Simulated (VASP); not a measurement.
# Al3InN4 (I-42m) in VASP: single point with r2SCAN

Aim: the single point of Al3InN4 with r2SCAN.

Program: VASP 6.6.1. These are calculated values, not measurements. Logs are shortened: lines on timing, memory, paths and dates and some standing lists are left out, and cuts for length are marked.

### 1 The structure

The structure is tetragonal, space group I-42m (No. 121). The conventional cell has a = 4.569 Å, b = 4.569 Å, c = 9.043 Å, α = 90.00°, β = 90.00°, γ = 90.00°. Al (site symmetry -42m) has 4 N at 1.90 Å as nearest neighbours. Al (site symmetry -4) has 4 N at 1.93 Å as nearest neighbours. Around In (site symmetry -42m) lie 4 N at 2.15 Å. N (site symmetry m) is surrounded by 3 Al at 1.90 to 1.93 Å and 1 In at 2.15 Å.

The cell was built by a generator and needn't be a form met in nature.

### 2 Single point, r2SCAN

Input file INCAR:

```
SYSTEM = Al3InN4
PREC = Accurate
ENCUT = 520
EDIFF = 1E-6
ISMEAR = 0
SIGMA = 0.03
LREAL = .False.
LASPH = .True.
NELM = 150
ALGO = Normal
ISIF = 2
LWAVE = .False.
LCHARG = .False.
METAGGA = R2SCAN
LMIXTAU = .True.
NBANDS = 31
KPAR = 2
```

Input file KPOINTS:

```
Automatic mesh
0
Gamma
  8 8 8
  0 0 0
```

Input file POSCAR:

```
Al3InN4
1.0
   -2.2842500000      2.2842500000      4.5214900000
    2.2842500000     -2.2842500000      4.5214900000
    2.2842500000      2.2842500000     -4.5214900000
Al In N
3 1 4
Direct
    0.5000000000      0.5000000000      0.0000000000
    0.2500000000      0.7500000000      0.5000000000
    0.7500000000      0.2500000000      0.5000000000
    0.0000000000      0.0000000000      0.0000000000
    0.1388500000      0.1388500000      0.5482460000
    0.5906040000      0.5906040000      0.4517540000
    0.4093960000      0.8611500000      0.0000000000
    0.8611500000      0.4093960000      0.0000000000
```

Potentials or basis: VASP PAW PBE potentials, release 64 (Al, In_d, N).

Launch:

```bash
$ cat potpaw_PBE.64/Al/POTCAR potpaw_PBE.64/In_d/POTCAR potpaw_PBE.64/N/POTCAR > POTCAR
$ mpirun -np 2 vasp_std > vasp.out
```

OUTCAR:

```text
SYSTEM = Al3InN4
   PREC = Accurate
   ENCUT = 520
   EDIFF = 1E-6
   ISMEAR = 0
   LREAL = .False.
   LASPH = .True.
   NELM = 150
   ISIF = 2
   METAGGA = R2SCAN

 ion  position               nearest neighbor table
   1  0.500  0.500  0.000-   6 1.90   5 1.90   7 1.90   8 1.90   2 3.21   3 3.21   2 3.21   3 3.21
                             2 3.21   3 3.21   2 3.21   3 3.21   4 3.23   4 3.23   4 3.23   4 3.23
   2  0.250  0.750  0.500-   5 1.93   6 1.93   7 1.93   8 1.93   4 3.21   1 3.21   1 3.21   1 3.21
                             4 3.21   4 3.21   4 3.21   1 3.21   3 3.23   3 3.23   3 3.23   3 3.23
   3  0.750  0.250  0.500-   5 1.93   6 1.93   8 1.93   7 1.93   1 3.21   4 3.21   1 3.21   1 3.21
                             4 3.21   4 3.21   1 3.21   4 3.21   2 3.23   2 3.23   2 3.23   2 3.23
   4  0.000  0.000  0.000-   5 2.15   7 2.15   8 2.15   6 2.15   3 3.21   2 3.21   3 3.21   2 3.21
                             3 3.21   2 3.21   3 3.21   2 3.21   1 3.23   1 3.23   1 3.23   1 3.23
   5  0.139  0.139  0.548-   1 1.90   2 1.93   3 1.93   4 2.15
   6  0.591  0.591  0.452-   1 1.90   2 1.93   3 1.93   4 2.15
   7  0.409  0.861  0.000-   1 1.90   3 1.93   2 1.93   4 2.15
   8  0.861  0.409  0.000-   1 1.90   2 1.93   3 1.93   4 2.15

  LATTYP: Found a body centered tetragonal cell.
 ALAT       =     4.5685000000
 C/A-ratio  =     1.9794199409

  Lattice vectors:

 A1 = (  -2.2842500000,   2.2842500000,   4.5214900000)
 A2 = (   2.2842500000,  -2.2842500000,   4.5214900000)
 A3 = (   2.2842500000,   2.2842500000,  -4.5214900000)

Analysis of symmetry for initial positions (statically):
=====================================================================
 Subroutine PRICEL returns:
 Original cell was already a primitive cell.

 Routine SETGRP: Setting up the symmetry group for a
 body centered tetragonal supercell.

 Subroutine GETGRP returns: Found  8 space group operations
 (whereof  8 operations were pure point group operations)
 out of a pool of 16 trial point group operations.

The static configuration has the point symmetry D_2d.

Analysis of symmetry for dynamics (positions and initial velocities):
=====================================================================
 Subroutine PRICEL returns:
 Original cell was already a primitive cell.

 Routine SETGRP: Setting up the symmetry group for a
 body centered tetragonal supercell.

 Subroutine GETGRP returns: Found  8 space group operations
 (whereof  8 operations were pure point group operations)
 out of a pool of 16 trial point group operations.

The dynamic configuration has the point symmetry D_2d.

 Subroutine INISYM returns: Found  8 space group operations
 (whereof  8 operations are pure point group operations),
 and found     1 'primitive' translations

----------------------------------------------------------------------------------------

                                     Primitive cell

  volume of cell :      94.3689

  direct lattice vectors                    reciprocal lattice vectors
    -2.284250000  2.284250000  4.521490000     0.000000000  0.218890227  0.110583016
     2.284250000 -2.284250000  4.521490000     0.218890227  0.000000000  0.110583016
     2.284250000  2.284250000 -4.521490000     0.218890227  0.218890227  0.000000000

  length of vectors
     5.556929723  5.556929723  5.556929723     0.245237711  0.245237711  0.309557527

  position of ions in fractional coordinates (direct lattice)
     0.500000000  0.500000000  0.000000000
     0.250000000  0.750000000  0.500000000
     0.750000000  0.250000000  0.500000000
     0.000000000  0.000000000  0.000000000
     0.138850000  0.138850000  0.548246000
     0.590604000  0.590604000  0.451754000
     0.409396000  0.861150000  0.000000000
     0.861150000  0.409396000  0.000000000

  ion indices of the primitive-cell ions
   primitive index   ion index
                 1           1
                 2           2
                 3           3
                 4           4
                 5           5
                 6           6
                 7           7
                 8           8

----------------------------------------------------------------------------------------

 KPOINTS: Automatic mesh

Automatic generation of k-mesh.
 Grid dimensions read from file:
 generate k-points for:    8    8    8

 Generating k-lattice:

  Cartesian coordinates                     Fractional coordinates (reciprocal lattice)
     0.000000000  0.027361278  0.013822877     0.125000000 -0.000000000  0.000000000
     0.027361278  0.000000000  0.013822877    -0.000000000  0.125000000  0.000000000
     0.027361278  0.027361278  0.000000000     0.000000000  0.000000000  0.125000000

  Length of vectors
     0.030654714  0.030654714  0.038694691

  Shift w.r.t. Gamma in fractional coordinates (k-lattice)
     0.000000000  0.000000000  0.000000000

 Subroutine IBZKPT returns following result:
 ===========================================

 Found     59 irreducible k-points:

 Following reciprocal coordinates:
            Coordinates               Weight
  0.000000  0.000000  0.000000      1.000000
  0.125000 -0.000000  0.000000      8.000000
  0.250000 -0.000000  0.000000      8.000000
  0.375000  0.000000  0.000000      8.000000
  0.500000 -0.000000  0.000000      4.000000
  0.125000  0.125000  0.000000      8.000000
[... 16 lines left out ...]
  0.250000  0.125000  0.125000     16.000000
  0.375000  0.125000  0.125000      8.000000
 [... further k-points ...]
   k-points           NKPTS =     59   k-points in BZ     NKDIM =     59   number of bands    NBANDS=     31
   number of dos      NEDOS =    301   number of ions     NIONS =      8
   total plane-waves  NPLWV =  74088
   dimension x,y,z NGX =    42 NGY =   42 NGZ =   42
   dimension x,y,z NGXF=    84 NGYF=   84 NGZF=   84
   ions per type =               3   1   4
   NGX,Y,Z   is equivalent  to a cutoff of  12.57, 12.57, 12.57 a.u.
   NGXF,Y,Z  is equivalent  to a cutoff of  25.13, 25.13, 25.13 a.u.
 SYSTEM =  Al3InN4
   PREC   = accura    normal or accurate (medium, high low for compatibility)
   ISTART =      0    job   : 0-new  1-cont  2-samecut
   ICHARG =      2    charge: 1-file 2-atom 10-const
   ISPIN  =      1    spin polarized calculation?
   LNONCOLLINEAR =      F non collinear calculations
   LSORBIT =      F    spin-orbit coupling
   LASPH  =      T    aspherical Exc in radial PAW
   ENCUT  =  520.0 eV  38.22 Ry    6.18 a.u.  10.33 10.33 10.33*2*pi/ulx,y,z
   NELM   =    150;   NELMIN=  2; NELMDL= -5     # of ELM steps
   EDIFF  = 0.1E-05   stopping-criterion for ELM
   LREAL  =      F    real-space projection
   EDIFFG = 0.1E-04   stopping-criterion for IOM
   NSW    =      0    number of steps for IOM
   IBRION =     -1    ionic relax: 0-MD 1-quasi-New 2-CG
   NFREE  =      0    steps in history (QN), initial steepest desc. (CG)
   ISIF   =      2    stress and relaxation
   ISYM   =      2    0-nonsym 1-usesym 2-fastsym
   POTIM  = 0.5000    time-step for ionic-motion
   TEBEG  =    0.0;   TEEND  =   0.0 temperature during run
   PSTRESS=    0.0 pullay stress
   NELECT =      42.0000    total number of electrons
   NUPDOWN=      -1.0000    fix difference up-down
   EMIN   =  10.00;   EMAX   =-10.00  energy-range for DOS
   EFERMI =   0.00;   METHOD = LEGACY
   ISMEAR =     0;   SIGMA  =   0.03  broadening in eV -4-tet -1-fermi 0-gaus
   EFERMI_NEDOS =   21; number of points for ismear=-14 and -15
   IALGO  =     38    algorithm
   IMIX   =      4    mixing-type and parameters
     AMIX     =   0.40;   BMIX     =  1.00
     AMIX_MAG =   1.60;   BMIX_MAG =  1.00
  volume/ion in A,a.u.               =      11.80        79.60
  Fermi-wavevector in a.u.,A,eV,Ry     =   1.249918  2.362003 21.256327  1.562296
  Thomas-Fermi vector in A             =   2.383937
   LORBIT       =      0    0 simple, 1 ext, 2 COOP (PROOUT), +10 PAW based schemes
   METAGGA = R2SCAN    functional components
   LHFCALC =     F    Hartree Fock is set to
   AEXX    =    0.0000 exact exchange contribution
   IVDW    =     0    specifies the selected vdW correction
   LEPSILON=     F    determine dielectric tensor
   LRPA    =     F    only Hartree local field effects (RPA)
 non-spin polarized calculation
 Gauss-broadening in eV      SIGMA  =   0.03
  energy-cutoff  :      520.00
  volume of cell :       94.37
 maximum number of plane-waves:      2561
 NGX is ok and might be reduce to    42
   NGX = 21   NGY = 21   NGZ = 21

 number of electron      42.0000006 magnetization

 Free energy of the ion-electron system (eV)
  ---------------------------------------------------
  ext. energy  EPLUGINS =         0.00000000
  ---------------------------------------------------
  free energy    TOTEN  =       -89.15809497 eV

  energy without entropy =      -89.15809497  energy(sigma->0) =      -89.15809497

 E-fermi :   5.9748     XC(G=0): -11.4160

 val. band max:        5.8038549259   @ k =   0.0000   0.0000   0.0000
 cond. band min:       8.7006717510   @ k =   0.0000   0.0000   0.0000
 fundamental gap:      2.8968168251
 Fermi energy:         5.9747653758

 k-point     1 :       0.0000    0.0000    0.0000
  band No.  band energies     occupation
      1      -9.7279      2.00000
      2      -8.3759      2.00000
      3      -8.3759      2.00000
      4      -8.3474      2.00000
      5      -7.2017      2.00000
      6      -7.1847      2.00000
[... 23 lines left out ...]
     30      17.2713      0.00000
     31      17.2713      0.00000

 k-point     2 :       0.1250   -0.0000    0.0000
  band No.  band energies     occupation
      1      -9.6567      2.00000
      2      -8.4150      2.00000
      3      -8.3724      2.00000
      4      -8.3377      2.00000
      5      -7.1985      2.00000
      6      -7.1820      2.00000
[... 740 lines left out ...]
 k-point    24 :       0.3750    0.1250    0.1250
  band No.  band energies     occupation
      1      -8.9570      2.00000
      2      -8.7371      2.00000
      3      -8.5450      2.00000
      4      -8.0355      2.00000
      5      -7.1663      2.00000
      6      -7.1478      2.00000
[... 23 lines left out ...]
     30      16.9312      0.00000
     31      17.2025      0.00000

 [... further k-points ...]

------------------------ aborting loop because EDIFF is reached ----------------------------------------

  FORCE on cell =-STRESS in cart. coord.  units (eV):
  Direction    XX          YY          ZZ          XY          YZ          ZX
  --------------------------------------------------------------------------------------
  -------------------------------------------------------------------------------------
  Total       -2.5690952     -2.5690952     -2.5722737      0.0000000     -0.0000000      0.0000000
  in kB      -43.6176181    -43.6176181    -43.6715828      0.0000000     -0.0000000      0.0000000
  external PRESSURE =     -43.6356063 kB  Pullay stress =       0.0000000 kB

 VOLUME and BASIS-vectors are now :
 -----------------------------------------------------------------------------
  energy-cutoff  :      520.00
  volume of cell :       94.37
      direct lattice vectors                 reciprocal lattice vectors
    -2.284250000  2.284250000  4.521490000     0.000000000  0.218890227  0.110583016
     2.284250000 -2.284250000  4.521490000     0.218890227  0.000000000  0.110583016
     2.284250000  2.284250000 -4.521490000     0.218890227  0.218890227  0.000000000

 POSITION                                       TOTAL-FORCE (eV/Angst)
 -----------------------------------------------------------------------------------
      0.00000      0.00000      4.52149        -0.000000      0.000000      0.000000
      2.28425      0.00000      2.26075        -0.000000      0.000000      0.000000
      0.00000      2.28425      2.26075        -0.000000     -0.000000      0.000000
      0.00000      0.00000      0.00000        -0.000000      0.000000     -0.000000
      1.25233      1.25233     -1.22327        -0.023191     -0.023191      0.035983
      1.03192      1.03192      3.29822         0.023191      0.023191      0.035983
      1.03192     -1.03192      5.74476         0.023191     -0.023191     -0.035983
     -1.03192      1.03192      5.74476        -0.023191      0.023191     -0.035983
 -----------------------------------------------------------------------------------
    total drift:                               -0.000046     -0.000046     -0.000092

  FREE ENERGIE OF THE ION-ELECTRON SYSTEM (eV)
  ---------------------------------------------------
  free  energy   TOTEN  =       -89.1580949705 eV

  energy  without entropy=      -89.1580949705  energy(sigma->0) =      -89.15809497
```

Run time: 9.6 min. Hardware: 2 MPI ranks of Intel Xeon Platinum 8259CL at 2.50GHz (Skylake/Cascade Lake), shared host; peak memory 0.37 GiB.

What came out:

| Property | Result |
| --- | --- |
| Free energy | -89.1581 eV |
| Pressure | -4.4 GPa |
| Largest force | 0.049 eV/Å |
| Band gap on the k mesh | 2.90 eV, direct |

Forces on the atoms (eV/Å):
```
Al   0.000  0.000  0.000
Al   0.000  0.000  0.000
Al   0.000  0.000  0.000
In   0.000  0.000  0.000
N   -0.023 -0.023  0.036
N    0.023  0.023  0.036
N    0.023 -0.023 -0.036
N   -0.023  0.023 -0.036
```

Caveat: the PAW data sets were made with another functional, which shifts forces and pressure a little; spin-orbit coupling is left out, which moves the levels of the heavy elements. r2SCAN opens gaps a little over a GGA but as a rule still falls short of measured ones.
